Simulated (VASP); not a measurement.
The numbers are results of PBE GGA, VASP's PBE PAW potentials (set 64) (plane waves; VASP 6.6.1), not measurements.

VASP ran on this input.

File KPOINTS:
```
Automatic mesh
0
Gamma
1 1 1
0.5 0.5 0.5
```

**INCAR**
```
SYSTEM = GaCuSe2
PREC = Accurate
ENCUT = 300
EDIFF = 1E-6
NELM = 100
ALGO = Normal
LREAL = .FALSE.
LASPH = .TRUE.
ISMEAR = -1
SIGMA = 0.136
GGA = PE
LMAXMIX = 4
LWAVE = .FALSE.
LCHARG = .FALSE.
ISIF = 2
```

File POSCAR:
```
GaCuSe2
5.4540660
 -0.5042815764   0.5042815764   1.0000000000
  0.5042815764  -0.5042815764   1.0000000000
  0.5042815764   0.5042815764  -1.0000000000
Ga Cu Se
2 2 4
Cartesian
  0.5042815764   0.0000000000   0.5000000000
  0.0000000000   0.0000000000   1.0000000000
 -0.0000000000   0.5042815764   0.5000000000
  0.0000000000   0.0000000000   0.0000000000
  0.2521407882   0.2483284195  -0.2500000000
  0.2483284195   0.7564223645   0.2500000000
  0.2521407882   0.2559531569   0.7500000000
  0.2559531569  -0.2521407882   1.2500000000
```

POTCAR, in this order: Ga_d Cu Se (PBE.64 set). Program: vasp_std.

Output

### OSZICAR
```
       N       E                     dE             d eps       ncg     rms          rms(c)
DAV:   1     0.576483604926E+03    0.57648E+03   -0.22735E+04    86   0.159E+03
DAV:   2     0.553937474320E+02   -0.52109E+03   -0.50370E+03    94   0.433E+02
DAV:   3    -0.267364341506E+02   -0.82130E+02   -0.79538E+02   108   0.170E+02
DAV:   4    -0.322647706800E+02   -0.55283E+01   -0.54531E+01   116   0.432E+01
DAV:   5    -0.324488746888E+02   -0.18410E+00   -0.18365E+00   124   0.772E+00    0.167E+01
DAV:   6    -0.351453783035E+02   -0.26965E+01   -0.61825E+01   129   0.134E+02    0.147E+01
DAV:   7    -0.297252322444E+02    0.54201E+01   -0.16688E+01   100   0.818E+01    0.551E+00
DAV:   8    -0.297796161814E+02   -0.54384E-01   -0.70883E+00   140   0.458E+01    0.426E+00
DAV:   9    -0.296527274837E+02    0.12689E+00   -0.18479E+00   108   0.254E+01    0.134E+00
DAV:  10    -0.296432601392E+02    0.94673E-02   -0.25781E-01   132   0.921E+00    0.420E-01
DAV:  11    -0.296476392883E+02   -0.43791E-02   -0.43766E-02   116   0.320E+00    0.309E-01
DAV:  12    -0.296470787428E+02    0.56055E-03   -0.99000E-03   116   0.178E+00    0.470E-02
DAV:  13    -0.296471848597E+02   -0.10612E-03   -0.95152E-04   124   0.336E-01    0.262E-02
DAV:  14    -0.296472154552E+02   -0.30595E-04   -0.18402E-04   124   0.140E-01    0.208E-02
DAV:  15    -0.296472092760E+02    0.61792E-05   -0.88171E-05   116   0.175E-01    0.111E-02
DAV:  16    -0.296472075138E+02    0.17622E-05   -0.76023E-06    92   0.505E-02    0.420E-03
DAV:  17    -0.296472071814E+02    0.33239E-06   -0.15315E-06    60   0.220E-02
   1 F= -.29647207E+02 E0= -.29647108E+02  d E =-.199049E-03
```

File OUTCAR:
```
------------------------ aborting loop because EDIFF is reached ----------------------------------------
  FORCE on cell =-STRESS in cart. coord.  units (eV):
  Direction    XX          YY          ZZ          XY          YZ          ZX
  --------------------------------------------------------------------------------------
  Total       10.6690897     10.6690897      7.4133314      0.0000000      0.0000000      0.0000000
  in kB      103.5787308    103.5787308     71.9708507      0.0000000      0.0000000      0.0000000
  external PRESSURE =      93.0427708 kB  Pullay stress =       0.0000000 kB
  volume of cell :      165.03
      direct lattice vectors                 reciprocal lattice vectors
    -2.750385000  2.750385000  5.454066000     0.000000000  0.181792731  0.091674725
     2.750385000 -2.750385000  5.454066000     0.181792731  0.000000000  0.091674725
     2.750385000  2.750385000 -5.454066000     0.181792731  0.181792731  0.000000000
 POSITION                                       TOTAL-FORCE (eV/Angst)
 -----------------------------------------------------------------------------------
      2.75039     -0.00000      2.72703         0.000000      0.000000     -0.000000
      0.00000      0.00000      5.45407        -0.000000      0.000000      0.000000
     -0.00000      2.75039      2.72703        -0.000000      0.000000      0.000000
      0.00000      0.00000      0.00000         0.000000      0.000000      0.000000
      1.37519      1.35440     -1.36352        -0.000000      0.230025      0.000000
      1.35440      4.12558      1.36352         0.230025      0.000000      0.000000
      1.37519      1.39599      4.09055         0.000000     -0.230025      0.000000
      1.39599     -1.37519      6.81758        -0.230025      0.000000      0.000000
 -----------------------------------------------------------------------------------
    total drift:                                0.000016      0.000016      0.000031
  FREE ENERGIE OF THE ION-ELECTRON SYSTEM (eV)
  ---------------------------------------------------
  free  energy   TOTEN  =       -29.6472071814 eV

  energy  without entropy=      -29.6470081319  energy(sigma->0) =      -29.64710766
```
(Selected blocks of OUTCAR.)

OUTCAR:
```
 val. band max:        3.3640852924   @ k =   0.5000   0.5000   0.5000

 cond. band min:       6.5082536922   @ k =   0.5000   0.5000   0.5000


 Fermi energy:         4.8978130194

 k-point     1 :       0.5000    0.5000    0.5000
  band No.  band energies     occupation
      1     -10.9687      2.00000
      2     -10.9687      2.00000
      3     -10.8896      2.00000
      4     -10.8896      2.00000
      5     -10.7555      2.00000
      6     -10.7555      2.00000
      7     -10.7151      2.00000
      8     -10.7151      2.00000
      9     -10.6826      2.00000
     10     -10.6826      2.00000
     11      -9.4207      2.00000
     12      -9.4207      2.00000
     13      -8.4438      2.00000
     14      -8.4438      2.00000
     15      -2.6071      2.00000
     16      -2.6071      2.00000
     17      -0.2069      2.00000
     18      -0.2069      2.00000
     19       0.5230      2.00000
     20       0.5230      2.00000
     21       0.7397      2.00000
     22       0.7397      2.00000
     23       0.7461      2.00000
     24       0.7461      2.00000
     25       1.0188      2.00000
     26       1.0188      2.00000
     27       1.7937      2.00000
     28       1.7937      2.00000
     29       2.0613      2.00000
     30       2.0613      2.00000
     31       2.9219      2.00000
     32       2.9219      2.00000
     33       3.0482      2.00000
     34       3.0482      2.00000
     35       3.3641      1.99997
     36       3.3641      1.99997
     37       6.5083      0.00001
     38       6.5083      0.00001
     39       6.5085      0.00001
     40       6.5085      0.00001
     41       7.5983      0.00000
     42       7.5983      0.00000
     43       8.5447      0.00000
```

At this cut-off the stress carries a Pulay error, which pulls relaxed volumes low.

The structure comes from a computed database's GaCuSe2 entry; how it stands against other phases isn't given here. The cell was not relaxed at this level. The k-mesh is coarse (spacing up to 1.62 per Å, 2π included), so the numbers may not be converged in it. The run is one of a series of settings (KPOINTS 1×1×1 Γ-centred mesh shifted by (0.5, 0.5, 0.5) against the base run), some of them coarse on purpose.
